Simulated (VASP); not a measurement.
**Absorption of ZnO (zincite) from time-dependent hybrids**

Wanted: excitation energies of ZnO (zincite) by functional. The cell is of the wurtzite type, one of the forms listed for this formula. The start is a cell from a database of measured crystal structures.

Calculated with VASP 6.6.1; LDA; plane waves and PAW (Zn, O), in the first sound run; inputs show where later runs differ.

### 1. Set-up

Symmetry: P6_3mc, No. 186, hexagonal system. Conventional cell: a = 3.249 Å, b = 3.249 Å, c = 5.206 Å, α = 90.00°, β = 90.00°, γ = 120.00°. Nearest to Zn lie 4 O at 1.97 to 1.98 Å. Nearest to O lie 4 Zn at 1.97 to 1.98 Å. Farther neighbours and most contacts between anions are not listed.

As a file:

```xyz
4
Lattice="3.2493 0.0000 0.0000 -1.6247 2.8140 0.0000 0.0000 0.0000 5.2057" Properties=species:S:1:pos:R:3 pbc="T T T"
Zn    1.6247    0.9380    0.0000
Zn    0.0000    1.8760    2.6029
O     0.0000    1.8760    4.5759
O     1.6247    0.9380    1.9730
```

### 2. Ground state at LDA

The orbitals come from a self-consistent LDA run. EDIFF is tight for accurate orbitals, and a narrow smearing avoids fractional occupations.

INCAR

```
SYSTEM = ZnO
PREC = Accurate
ENCUT = 420
EDIFF = 1E-08
NELM = 100
ISMEAR = 0
SIGMA = 0.01
LREAL = .FALSE.
ALGO = Normal
GGA = CA
NBANDS = 24
LORBIT = 11
LWAVE = .TRUE.
LCHARG = .FALSE.
KPAR = 8
```

POSCAR

```
ZnO
1.0
    3.2493080000      0.0000000000      0.0000000000
   -1.6246540000      2.8139832727      0.0000000000
    0.0000000000      0.0000000000      5.2057090000
Zn O
2 2
Direct
    0.6666666667      0.3333333333      0.0000000000
    0.3333333333      0.6666666667      0.5000000000
    0.3333333333      0.6666666667      0.8790100000
    0.6666666667      0.3333333333      0.3790100000
```

KPOINTS

```
Automatic mesh
0
Gamma
6 6 4
0 0 0
```

The projector-augmented-wave data sets are Zn and O (PBE family, release 64).

On the command line:

```bash
$ mpirun -np 8 vasp_std
```

Output:

```text
[banner, memory and clock lines left out]
running    8 mpi-ranks, on    1 nodes
 distrk:  each k-point on    1 cores,    8 groups
 distr:  one band on    1 cores,    1 groups

 POSCAR found type information on POSCAR ZnO
 POSCAR found :  2 types and       4 ions
|                                                                             |
|           W    W    AA    RRRRR   N    N  II  N    N   GGGG   !!!           |
|           W    W   A  A   R    R  NN   N  II  NN   N  G    G  !!!           |
|           W    W  A    A  R    R  N N  N  II  N N  N  G       !!!           |
|           W WW W  AAAAAA  RRRRR   N  N N  II  N  N N  G  GGG   !            |
|           WW  WW  A    A  R   R   N   NN  II  N   NN  G    G                |
|           W    W  A    A  R    R  N    N  II  N    N   GGGG   !!!           |
|                                                                             |
|     For optimal performance we recommend to set                             |
|       NCORE = 2 up to number-of-cores-per-socket                            |
|     NCORE specifies how many cores store one orbital (NPAR=cpu/NCORE).      |
|     This setting can greatly improve the performance of VASP for DFT.       |
|     The default, NCORE=1 might be grossly inefficient on modern             |
|     multi-core architectures or massively parallel machines. Do your        |
|     Unfortunately you need to use the default for GW and RPA                |
|     calculations (for HF NCORE is supported but not extensively tested      |
|     yet).                                                                   |
|                                                                             |

|                                                                             |
|               ----> ADVICE to this user running VASP <----                  |
|                                                                             |
|     You enforced a specific xc type in the INCAR file but a different       |
|     [... a line on the potential file left out ...]
|     I HOPE YOU KNOW WHAT YOU ARE DOING!                                     |
|                                                                             |

 LDA part: xc-table for (Slater(with rela. corr.)+CA(PZ))
 , standard interpolation
 POSCAR, INCAR and KPOINTS ok, starting setup
 FFT: planning ... GRIDC
 FFT: planning ... GRID_SOFT
 FFT: planning ... GRID
 WAVECAR not read
 entering main loop
       N       E                     dE             d eps       ncg     rms          rms(c)
DAV:   1     0.260235884778E+03    0.26024E+03   -0.16345E+04  1008   0.190E+03
DAV:   2     0.103412598513E+01   -0.25920E+03   -0.24655E+03  1104   0.391E+02
DAV:   3    -0.236194060307E+02   -0.24654E+02   -0.24483E+02  1152   0.131E+02
DAV:   4    -0.239771389815E+02   -0.35773E+00   -0.35755E+00  1160   0.168E+01
DAV:   5    -0.239791998888E+02   -0.20609E-02   -0.20609E-02  1168   0.119E+00    0.137E+01
DAV:   6    -0.211320136597E+02    0.28472E+01   -0.76443E+00  1760   0.672E+01    0.899E+00
DAV:   7    -0.212567440945E+02   -0.12473E+00   -0.23604E+00  1056   0.165E+01    0.536E+00
DAV:   8    -0.212468703669E+02    0.98737E-02   -0.68241E-01  1336   0.761E+00    0.169E+00
DAV:   9    -0.211919281157E+02    0.54942E-01   -0.12097E-01  1512   0.673E+00    0.417E-01
DAV:  10    -0.211934406680E+02   -0.15126E-02   -0.44003E-02  1024   0.149E+00    0.854E-02
DAV:  11    -0.211934474315E+02   -0.67635E-05   -0.75153E-04  1144   0.242E-01    0.354E-02
DAV:  12    -0.211934468783E+02    0.55323E-06   -0.42127E-05  1120   0.556E-02    0.960E-03
DAV:  13    -0.211934474882E+02   -0.60988E-06   -0.23864E-06  1408   0.233E-02    0.844E-03
DAV:  14    -0.211934465350E+02    0.95314E-06   -0.13894E-06  1440   0.245E-02    0.359E-03
DAV:  15    -0.211934464644E+02    0.70651E-07   -0.43911E-07  1184   0.660E-03    0.224E-03
DAV:  16    -0.211934463818E+02    0.82624E-07   -0.14368E-07  1320   0.356E-03    0.629E-04
DAV:  17    -0.211934463674E+02    0.14334E-07   -0.51826E-08  1224   0.253E-03    0.248E-04
DAV:  18    -0.211934463631E+02    0.43510E-08   -0.72768E-09   552   0.110E-03
   1 F= -.21193446E+02 E0= -.21193446E+02  d E =-.163040E-15
 writing wavefunctions
```

Run time: 2.8 s. Hardware: 8 MPI ranks of AMD EPYC 9R45, shared host; peak memory 1 GiB; 16 s of CPU time.

Lines that name or quote the potential files are left out of all logs, and their timing lines are given in words.

OUTCAR, selected parts (step 2):

```text
ion  position               nearest neighbor table
   1  0.667  0.333  0.000-   4 1.97   3 1.98   3 1.98   3 1.98
   2  0.333  0.667  0.500-   3 1.97   4 1.98   4 1.98   4 1.98
   3  0.333  0.667  0.879-   2 1.97   1 1.98   1 1.98   1 1.98
   4  0.667  0.333  0.379-   1 1.97   2 1.98   2 1.98   2 1.98

  LATTYP: Found a hexagonal cell.
 ALAT       =     3.2493080000
 C/A-ratio  =     1.6020977390

 Subroutine GETGRP returns: Found 12 space group operations
 (whereof  6 operations were pure point group operations)

The static configuration has the point symmetry C_3v.
 The point group associated with its full space group is C_6v.

 Found     21 irreducible k-points:

   k-points           NKPTS =     21   k-points in BZ     NKDIM =     21   number of bands    NBANDS=     24

   dimension x,y,z NGX =    24 NGY =   24 NGZ =   36
   dimension x,y,z NGXF=    48 NGYF=   48 NGZF=   72

   ENCUT  =  420.0 eV  30.87 Ry    5.56 a.u.   5.43  5.43  8.70*2*pi/ulx,y,z

   NELECT =      36.0000    total number of electrons

 k-points in reciprocal lattice and weights: Automatic mesh
   0.00000000  0.00000000  0.00000000       0.007
   0.16666667  0.00000000  0.00000000       0.042
   0.33333333 -0.00000000  0.00000000       0.042
   0.50000000  0.00000000  0.00000000       0.021
   0.16666667  0.16666667  0.00000000       0.042
   0.33333333  0.16666667  0.00000000       0.083
   0.33333333  0.33333333  0.00000000       0.014
   0.00000000  0.00000000  0.25000000       0.014
   0.16666667  0.00000000  0.25000000       0.083
[...]
0.33333333  0.16666667  0.50000000       0.083
   0.33333333  0.33333333  0.50000000       0.014

 average (electrostatic) potential at core
       1 -35.5629       2 -35.5629       3 -73.1903       4 -73.1903

 E-fermi :   0.8204

 k-point     1 :       0.0000    0.0000    0.0000
  band No.  band energies     occupation
    ...
     14      -0.0564      2.00000
     15      -0.0564      2.00000
     16       0.6926      2.00000
     17       0.7685      2.00000
     18       0.7685      2.00000
     19       1.5003      0.00000
     20       5.8437      0.00000
     21       8.8955      0.00000
     22      13.4037      0.00000
     23      13.4037      0.00000
    ...

 k-point     2 :       0.1667    0.0000    0.0000
  band No.  band energies     occupation
    ...
     14      -0.9786      2.00000
     15      -0.4098      2.00000
     16      -0.3590      2.00000
     17       0.5026      2.00000
     18       0.5746      2.00000
     19       2.9836      0.00000
     20       6.8617      0.00000
     21       8.8654      0.00000
     22      11.3659      0.00000
     23      13.1245      0.00000
    ...

 k-point     3 :       0.3333   -0.0000    0.0000
  band No.  band energies     occupation
    ...
     14      -2.4353      2.00000
     15      -1.5262      2.00000
     16      -1.1374      2.00000
     17      -0.0634      2.00000
     18       0.1581      2.00000
     19       4.9534      0.00000
     20       8.1642      0.00000
     21       8.5400      0.00000
     22       9.4067      0.00000
     23      11.6474      0.00000
    ...

  Total       -2.8519934     -2.8519934     -2.3369764      0.0000000     -0.0000000      0.0000000
  in kB      -95.9990232    -95.9990232    -78.6633855      0.0000000     -0.0000000      0.0000000
  external PRESSURE =     -90.2204773 kB  Pullay stress =       0.0000000 kB

  energy-cutoff  :      420.00
  volume of cell :       47.60
      direct lattice vectors                 reciprocal lattice vectors
     3.249308000  0.000000000  0.000000000     0.307757836  0.177684070  0.000000000
    -1.624654000  2.813983273  0.000000000     0.000000000  0.355368139  0.000000000
     0.000000000  0.000000000  5.205709000     0.000000000  0.000000000  0.192096792

 POSITION                                       TOTAL-FORCE (eV/Angst)
 -----------------------------------------------------------------------------------
      1.62465      0.93799      0.00000         0.000000      0.000000     -0.056051
     -0.00000      1.87599      2.60285        -0.000000     -0.000000     -0.056051
     -0.00000      1.87599      4.57587        -0.000000      0.000000      0.056051
      1.62465      0.93799      1.97302         0.000000     -0.000000      0.056051
 -----------------------------------------------------------------------------------
    total drift:                                0.000000      0.000000      0.000980

  FREE ENERGIE OF THE ION-ELECTRON SYSTEM (eV)
  ---------------------------------------------------
  free  energy   TOTEN  =       -21.1934463631 eV

  energy  without entropy=      -21.1934463631  energy(sigma->0) =      -21.19344636

 total charge
# of ion       s       p       d       tot
------------------------------------------
    1        0.469   0.501   9.908  10.879
    2        0.469   0.501   9.908  10.879
    3        1.553   3.440   0.000   4.993
    4        1.553   3.440   0.000   4.993
--------------------------------------------------
tot          4.044   7.883  19.816  31.743

[... 3 further parts left out ...]
```

The gap is read on the k-mesh alone, so it is an upper bound where the band edges lie off the mesh. The PAW data sets were made with PBE, though LDA sets exist; this is a small mismatch.

A gap read on the k-mesh alone can miss the band edges.

Numbers from this step:

| Quantity | Value |
| --- | --- |
| free energy (TOTEN) | -21.19 eV |
| Fermi energy | 0.8204 eV |
| pressure | -9.022 GPa |
| gap on the k-mesh | 0.7318 eV |
| least direct gap on the k-mesh | 0.7318 eV |

### 3. Empty bands, functional LDA

ALGO = Exact diagonalises the converged Hamiltonian in one step, and LOPTICS writes the k-derivatives of the orbitals (WAVEDER), which give the transition dipoles.

INCAR

```
SYSTEM = ZnO
PREC = Accurate
ENCUT = 420
ISMEAR = 0
SIGMA = 0.01
LREAL = .FALSE.
GGA = CA
NBANDS = 40
ALGO = Exact
NELM = 1
LWAVE = .TRUE.
LCHARG = .FALSE.
LOPTICS = .TRUE.
NEDOS = 1000
CSHIFT = 0.1
```

POSCAR is that of step 2.

KPOINTS is that of step 2.

On the command line:

```bash
$ mpirun -np 8 vasp_std
```

Output:

```text
[banner, memory and clock lines left out]
running    8 mpi-ranks, on    1 nodes
 distrk:  each k-point on    8 cores,    1 groups
 distr:  one band on    1 cores,    8 groups

 POSCAR found type information on POSCAR ZnO
 POSCAR found :  2 types and       4 ions
 [... a notice as in an earlier step ...]

 [... a notice as in an earlier step ...]

 LDA part: xc-table for (Slater(with rela. corr.)+CA(PZ))
 , standard interpolation
 found WAVECAR, reading the header
  number of bands has changed, file:    24 present:    40
  trying to continue reading WAVECAR, but it might fail
 POSCAR, INCAR and KPOINTS ok, starting setup
 FFT: planning ... GRIDC
 FFT: planning ... GRID_SOFT
 FFT: planning ... GRID
 reading WAVECAR
 random initialization beyond band           24
 the WAVECAR file was read successfully
 initial charge from wavefunction
 entering main loop
       N       E                     dE             d eps       ncg     rms          rms(c)
DIA:   1    -0.211934463650E+02   -0.21193E+02    0.00000E+00     0   0.000E+00
   1 F= -.21193446E+02 E0= -.21193446E+02  d E =-.948784E-25
 writing wavefunctions
 optical routines
 imaginary and real dielectric function
 recalculating local potential from charge density
 direction            1
 direction            2
 direction            3
```

The job ended after 7.4 s (8 MPI ranks; peak memory 1.2 GiB; 46 s of CPU time).

OUTCAR, selected parts (step 3):

```text
 Found     21 irreducible k-points:

   k-points           NKPTS =     21   k-points in BZ     NKDIM =     21   number of bands    NBANDS=     40

   NELECT =      36.0000    total number of electrons

 E-fermi :   0.8380

 k-point     1 :       0.0000    0.0000    0.0000
  band No.  band energies     occupation
    ...
     14      -0.0563      2.00000
     15      -0.0563      2.00000
     16       0.6927      2.00000
     17       0.7686      2.00000
     18       0.7686      2.00000
     19       1.5003      0.00000
     20       5.8437      0.00000
     21       8.8956      0.00000
     22      13.4037      0.00000
     23      13.4037      0.00000
    ...

 k-point     2 :       0.1667    0.0000    0.0000
  band No.  band energies     occupation
    ...
     14      -0.9786      2.00000
     15      -0.4098      2.00000
     16      -0.3590      2.00000
     17       0.5026      2.00000
     18       0.5747      2.00000
     19       2.9836      0.00000
     20       6.8617      0.00000
     21       8.8654      0.00000
     22      11.3659      0.00000
     23      13.1245      0.00000
    ...

  Total       -2.8558629     -2.8558629     -2.3408438      0.0000000      0.0000000      0.0000000
  in kB      -96.1292720    -96.1292720    -78.7935622      0.0000000      0.0000000      0.0000000
  external PRESSURE =     -90.3507021 kB  Pullay stress =       0.0000000 kB

 POSITION                                       TOTAL-FORCE (eV/Angst)
 -----------------------------------------------------------------------------------
      1.62465      0.93799      0.00000         0.000000     -0.000000     -0.056051
     -0.00000      1.87599      2.60285        -0.000000      0.000000     -0.056051
     -0.00000      1.87599      4.57587        -0.000000      0.000000      0.056051
      1.62465      0.93799      1.97302         0.000000     -0.000000      0.056051
 -----------------------------------------------------------------------------------
    total drift:                                0.000000      0.000000      0.000980

  FREE ENERGIE OF THE ION-ELECTRON SYSTEM (eV)
  ---------------------------------------------------
  free  energy   TOTEN  =       -21.1934463650 eV

  energy  without entropy=      -21.1934463650  energy(sigma->0) =      -21.19344636

 plasma frequency squared (from intraband transitions) (eV^2)
  --------------------------------------------------------------------------------------
       0.000       0.000       0.000
       0.000       0.000      -0.000
       0.000       0.000       0.000

[... 8 parts as in an earlier step ...]

[... 5 further parts left out ...]
```

This step gave:

```yaml
gap_on_the_k_mesh: 0.7317 eV
least_direct_gap_on_the_k_mesh: 0.7317 eV
```

WAVECAR now holds 40 bands for 36 electrons. Its independent-particle dielectric tensor has xx, yy, zz = 9.0, 9.0, 8.1 on this mesh, which isn't tested for convergence in mesh or bands and lacks local fields.

[end of part 1 of 3]

[Lines on the potential files, build, host, timing and source positions are cut from VASP's logs without a mark.]

[Logs are printed without paths, hosts, clocks, repeated set-up lines and the standing remarks that a program may print on its own settings, such as how far it seeks lower states.]

[Hosts, paths, dates, database ids (printed as entryN), source tags and the programs' standing remarks are cut or masked in the printed files.]

[Pressures printed for these runs are not shown converged in the cutoff: they can be off by several GPa and have the wrong sign.]
